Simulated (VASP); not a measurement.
Consider the following.

```yaml
crystal:
  lattice:
    - [3.21717, 0.00000, 0.00000]
    - [0.00000, 3.21717, 0.00000]
    - [0.00000, 0.00000, 3.21717]
  atoms:
    - { symbol: In, position: [0.50000, 0.50000, 0.50000] }
    - { symbol: Pd, position: [0.00000, 0.00000, 0.00000] }
```

Level of theory: PBEsol GGA, VASP's PBE PAW potentials (set 64) (plane waves; VASP). Settings: 520 eV cut-off, 11×11×11 Γ-centred mesh, first-order Methfessel-Paxton smearing of 0.10 eV, potentials In_d Pd.

Unless said otherwise, spin-orbit coupling is left out, though it shifts the bands of the heavy elements here.

Problem. What does the run give for the energy per atom (σ→0), pressure, band gap (on the k-mesh) with the smallest direct gap where there is one?

Solution. 
```json
{
 "band gap (on the k-mesh)": "none (metal, semimetal or under 0.01 eV)",
 "energy per atom (σ→0)": "-482.0 kJ/mol of atoms",
 "pressure": "4.20 GPa"
}
```

Only differences to runs with the same potentials and settings are physical.

The compound is PdIn in the CsCl type structure. This cell is one point of a volume scan, at 0.97 of the reference volume. The electron count is odd and the run is not spin-polarised, which forces a metal.
